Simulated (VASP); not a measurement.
# SnAs: structure and properties in VASP, part 2 of 2

What structure and properties does r2SCAN + rVV10 give SnAs, and how near are they to the measured ones? Left out of this account: at least 1 further run (core levels: core levels are not valid at this level). The start is a cell from a database of measured crystal structures.

VASP 6.6.1, plane waves and PAW; the level of theory is named at each step.

Still holding for the runs below: This run has no spin polarisation. Its electron count is odd, so without a moment it is a metal by construction. The k-mesh is coarse for a metal.

So far. Step 7 (Density of states (r2SCAN + rVV10)): The finer mesh and the other smearing move the Fermi level by +0.33 eV from the 6×6×6 run, one measure of the sampling error in the zero of the bands above. Of the states within 0.3 eV of the Fermi level, the largest shares in the PAW spheres are As p 22 %, Sn p 16 % and Sn s 14 %. The rest lies in smaller channels or between the spheres. The relaxed cell has a = 5.721 Å (conventional setting).

The database entry behind the starting cell differs from later determinations by our own check (an axis about 0.7 % short against later determinations), so it need not match the best structure at ambient conditions.

**9. Band structure (r2SCAN + rVV10 + SOC)**

This step: r2SCAN with rVV10, spin-orbit coupling; plane waves and PAW (Sn_d, As) (VASP 6.6.1).

Levels along the symmetry lines show where the bands peak and cross; KPOINTS_OPT computes them in the converged potential. Spin-orbit coupling needs spinors and the noncollinear program, where each band holds one electron.

File INCAR:

```
SYSTEM = SnAs
PREC = Accurate
ENCUT = 400
EDIFF = 1E-06
NELM = 100
ISMEAR = 0
SIGMA = 0.05
LREAL = .FALSE.
ALGO = Normal
METAGGA = R2SCAN
LUSE_VDW = .TRUE.
IVDW_NL = 2
BPARAM = 11.95
CPARAM = 0.0093
LASPH = .TRUE.
LNONCOLLINEAR = .TRUE.
MAGMOM = 0 0 0 0 0 0
NBANDS = 30
GGA_COMPAT = .FALSE.
LSORBIT = .TRUE.
LORBIT = 11
LWAVE = .FALSE.
LCHARG = .FALSE.
KPAR = 2
```

File POSCAR:

```
SnAs
1.0
    0.0000000000      2.8606905512      2.8606905512
    2.8606905512      0.0000000000      2.8606905512
    2.8606905512      2.8606905512      0.0000000000
Sn As
1 1
Direct
    0.0000000000      0.0000000000      0.0000000000
    0.5000000000      0.5000000000      0.5000000000
```

File KPOINTS:

```
Automatic mesh
0
Gamma
5 5 5
0 0 0
```

File KPOINTS_OPT:

```
Line mode
16
Line-mode
Reciprocal
  0.00000000   0.00000000   0.00000000 GAMMA
  0.50000000   0.00000000   0.50000000 X

  0.50000000   0.00000000   0.50000000 X
  0.50000000   0.25000000   0.75000000 W

  0.50000000   0.25000000   0.75000000 W
  0.37500000   0.37500000   0.75000000 K

  0.37500000   0.37500000   0.75000000 K
  0.00000000   0.00000000   0.00000000 GAMMA

  0.00000000   0.00000000   0.00000000 GAMMA
  0.50000000   0.50000000   0.50000000 L

  0.50000000   0.50000000   0.50000000 L
  0.62500000   0.25000000   0.62500000 U

  0.62500000   0.25000000   0.62500000 U
  0.50000000   0.25000000   0.75000000 W

  0.50000000   0.25000000   0.75000000 W
  0.50000000   0.50000000   0.50000000 L

  0.50000000   0.50000000   0.50000000 L
  0.37500000   0.37500000   0.75000000 K

  0.62500000   0.25000000   0.62500000 U
  0.50000000   0.00000000   0.50000000 X
```

PAW data sets: Sn_d and As (PBE family, release 64).

Command:

```bash
$ mpirun -np 2 vasp_ncl
```

The job ended after 17 min (2 MPI ranks of AMD EPYC 7R43, shared host; peak memory 0.71 GiB; 34 min of CPU time).

This step gave:

* SCF cycles: 13
* bands: 30
* irreducible k-points: 10
* free energy (TOTEN): -39.12 eV
* energy at zero smearing: -39.12 eV
* Fermi energy: 6.653 eV
* pressure: -0.03331 GPa

On-site spin-orbit energy by atom:

| atom | on-site spin-orbit energy (eV) |
| --- | --- |
| Sn1 | -0.0895 |
| As2 | -0.0255 |

Electronic bands along the path, in eV, zero at the Fermi level; # counts the bands kept in this run:

| point | #3 | #4 | #5 | #6 | #7 | #8 | #9 | #10 |
| --- | --- | --- | --- | --- | --- | --- | --- | --- |
| Γ | -1.25 | -1.25 | -0.82 | -0.82 | -0.82 | -0.82 | 5.63 | 5.63 |
| 0.47 of the way | -2.30 | -2.30 | -2.03 | -2.03 | -0.28 | -0.28 | 4.27 | 4.27 |
| X | -5.31 | -5.31 | -3.36 | -3.36 | -3.10 | -3.10 | 3.36 | 3.36 |
| 0.47 of the way | -5.56 | -5.56 | -3.73 | -3.73 | -1.55 | -1.55 | 4.26 | 4.26 |
| W | -4.80 | -4.80 | -4.75 | -4.75 | 1.24 | 1.24 | 2.67 | 2.67 |
| 0.47 of the way | -5.12 | -5.12 | -3.89 | -3.89 | 0.06 | 0.06 | 3.82 | 3.82 |
| K | -5.26 | -5.26 | -2.57 | -2.57 | -1.50 | -1.50 | 5.18 | 5.18 |
| 0.47 of the way | -3.01 | -3.01 | -0.25 | -0.25 | 1.72 | 1.72 | 2.29 | 2.29 |
| Γ | -1.25 | -1.25 | -0.82 | -0.82 | -0.82 | -0.82 | 5.63 | 5.63 |
| 0.53 of the way | -0.93 | -0.93 | -0.67 | -0.67 | 1.24 | 1.24 | 3.06 | 3.06 |
| L | -0.54 | -0.54 | -0.36 | -0.36 | 1.32 | 1.32 | 1.73 | 1.73 |
| 0.53 of the way | -3.34 | -3.34 | -1.63 | -1.63 | -0.24 | -0.24 | 3.52 | 3.52 |
| U | -5.26 | -5.26 | -2.57 | -2.57 | -1.50 | -1.50 | 5.18 | 5.18 |
| 0.47 of the way | -5.15 | -5.15 | -3.71 | -3.71 | -0.18 | -0.18 | 4.05 | 4.05 |
| W | -4.80 | -4.80 | -4.75 | -4.75 | 1.24 | 1.24 | 2.67 | 2.67 |
| 0.53 of the way | -3.05 | -3.05 | -2.47 | -2.47 | 1.00 | 1.00 | 2.03 | 2.03 |
| L | -0.54 | -0.54 | -0.36 | -0.36 | 1.32 | 1.32 | 1.73 | 1.73 |
| 0.47 of the way | -2.92 | -2.92 | -1.45 | -1.45 | -0.01 | -0.01 | 3.21 | 3.21 |
| K | -5.26 | -5.26 | -2.57 | -2.57 | -1.50 | -1.50 | 5.18 | 5.18 |
| jump to U | -5.26 | -5.26 | -2.57 | -2.57 | -1.50 | -1.50 | 5.18 | 5.18 |
| 0.47 of the way | -5.64 | -5.64 | -3.06 | -3.06 | -2.46 | -2.46 | 3.98 | 3.98 |
| X | -5.31 | -5.31 | -3.36 | -3.36 | -3.10 | -3.10 | 3.36 | 3.36 |

Of the projections kept (Sn, As), the largest for each band there, as a share of the weight inside these atoms' spheres; weight between the spheres isn't counted:

| point | #3 | #4 | #5 | #6 | #7 | #8 | #9 | #10 |
| --- | --- | --- | --- | --- | --- | --- | --- | --- |
| Γ | As 0.68 | As 0.68 | As 0.69 | As 0.69 | As 0.69 | As 0.69 | Sn 0.77 | Sn 0.77 |
| X | Sn 0.84 | Sn 0.84 | As 0.55 | As 0.55 | As 0.56 | As 0.56 | Sn 0.67 | Sn 0.67 |
| W | Sn 0.51 | Sn 0.51 | As 0.51 | As 0.51 | As 0.67 | As 0.67 | Sn 0.83 | Sn 0.83 |
| K | Sn 0.51 | Sn 0.51 | As 0.58 | As 0.58 | Sn 0.61 | Sn 0.61 | As 0.66 | As 0.66 |
| Γ | As 0.68 | As 0.68 | As 0.69 | As 0.69 | As 0.69 | As 0.69 | Sn 0.77 | Sn 0.77 |
| L | As 0.87 | As 0.87 | As 0.86 | As 0.86 | Sn 0.73 | Sn 0.73 | Sn 0.79 | Sn 0.79 |

There is no gap at this level.

Of the bands kept, 2 cross the Fermi level on this path (spinor bands, one electron each).

**10. A single point (r2SCAN + rVV10) with a changed input**

This step: r2SCAN with rVV10; plane waves and PAW (Sn_d, As) (VASP 6.6.1).

A single point gives energy, forces and stress at these settings. Some settings are moved from the usual, to see what they do.

File INCAR:

```
SYSTEM = SnAs
PREC = High
ENCUT = 400
EDIFF = 1E-06
NELM = 100
ISMEAR = 0
SIGMA = 0.05
LREAL = .FALSE.
ALGO = Normal
METAGGA = R2SCAN
LUSE_VDW = .TRUE.
IVDW_NL = 2
BPARAM = 11.95
CPARAM = 0.0093
LASPH = .TRUE.
NBANDS = 15
LORBIT = 11
LWAVE = .FALSE.
LCHARG = .FALSE.
KPAR = 2
ISIF = 2
```

POSCAR is that of step 9.

File KPOINTS:

```
Automatic mesh
0
Gamma
6 6 6
0 0 0
```

Command:

```bash
$ mpirun -np 2 vasp_std
```

Run time: 49 s. Hardware: 2 MPI ranks; peak memory 0.3 GiB; 96 s of CPU time.

PREC = High changes the FFT grids.

Numbers from this step:

```
SCF cycles              : 12
bands                   : 15
irreducible k-points    : 16
free energy (TOTEN)     : -39.07 eV
energy at zero smearing : -39.07 eV
Fermi energy            : 6.700 eV
pressure                : 0.05499 GPa
```

Against the sound run “Single point with fields (r2SCAN + rVV10)”, the energy at zero smearing moves by +0.3 meV an atom, the pressure by +0.01 GPa and the Fermi level by -0.00 eV.

**11. Relaxing the atoms (r2SCAN + rVV10) with a changed input**

Edit INCAR of step 10 so:

```diff
@@ -1,6 +1,6 @@
 SYSTEM = SnAs
-PREC = High
-ENCUT = 400
+PREC = Low
+ENCUT = 250
 EDIFF = 1E-06
-NELM = 100
+NELM = 94
 ISMEAR = 0
@@ -20,2 +20,5 @@
 KPAR = 2
+IBRION = 2
+NSW = 30
 ISIF = 2
+EDIFFG = -0.01
```

POSCAR is that of step 10.

KPOINTS is that of step 10.

Command:

```bash
$ mpirun -np 2 vasp_std
```

It took 17 s on 2 MPI ranks; peak memory 0.2 GiB; 33 s of CPU time.

The run converged. In energy (within 2 meV an atom) it ends like the sound relaxation.

Against the sound run on this cell (band structure (r2SCAN + rVV10)) the energy at zero smearing moves by +1.4 meV an atom and the pressure by -0.25 GPa.

Settings moved from the usual: NELM = 94, NSW = 30, ENCUT = 250 and PREC = Low.

The cutoff falls from 400 to 250 eV, which shrinks the basis; the stress suffers most (Pulay stress), and PAW energies need not rise evenly as the basis shrinks. PREC = Low changes the FFT grids.

**12. Results**

```
relaxed volume                            : 23.41 Å³/atom
relaxed conventional cell a, b, c         : 5.721, 5.721, 5.721 Å
space group after relaxing, within 0.02 Å : Fm-3m (No. 225)
band gap                                  : none, a metal
DOS at the Fermi level                    : 0.796 states/eV/cell
highest zone-centre mode                  : 90.1 cm⁻¹
band gap (r2SCAN + rVV10 + SOC)           : none, a metal
```

With r2SCAN + rVV10, SnAs relaxes to 23.41 Å³/atom in space group Fm-3m (held by the symmetry of the run) and comes out as a metal. Against the listed cell the volume lies +2.1 %. Band structure (r2SCAN + rVV10): Of the bands kept, 1 crosses the Fermi level on this path. Vibrations at Γ (r2SCAN + rVV10): The highest mode in this list at Γ, 90.1 cm⁻¹, has its largest share on As (60 % of the kinetic energy). Band structure (r2SCAN + rVV10 + SOC): Of the bands kept, 2 cross the Fermi level on this path (spinor bands, one electron each). The k-sampling is coarse for a metal, so the Fermi level, pressures and the shape of the cell carry errors. With an odd electron count and no spin the cell is a metal by construction. Modes at Γ alone can't show that the crystal is stable at other wave vectors. No search among competing phases was made, and a listed structure need not be the one stable at ambient conditions. All values are for a static lattice at zero temperature.

Comparison with the measured values:

| quantity | measured | r2SCAN with rVV10 |
| --- | --- | --- |
| lattice constant a (Å) | 5.72513 | 5.721 (-0.1 %) |

Measured values from arxiv:1910.07426 (2019).

How well it matches: The lattice constant a is off by -0.1 %: good agreement. The grades are ours: good and fair within 0.7 and 1.5 % for the lattice constant a. Zero-point motion and thermal expansion are not in the computed lattice constants.

[Lines on the potential files, build, host, timing and source positions are cut from VASP's logs without a mark.]

[Logs are printed without paths, hosts, clocks, repeated set-up lines and the standing remarks that a program may print on its own settings, such as how far it seeks lower states.]

[Hosts, paths, dates, database ids (printed as entryN), source tags and the programs' standing remarks are cut or masked in the printed files.]

[A measured line is paired with the nearest computed mode of its activity, which favours agreement.]

[In band tables of VASP the shares of atoms and orbitals are scaled to a sum of 1 inside the atoms' spheres.]
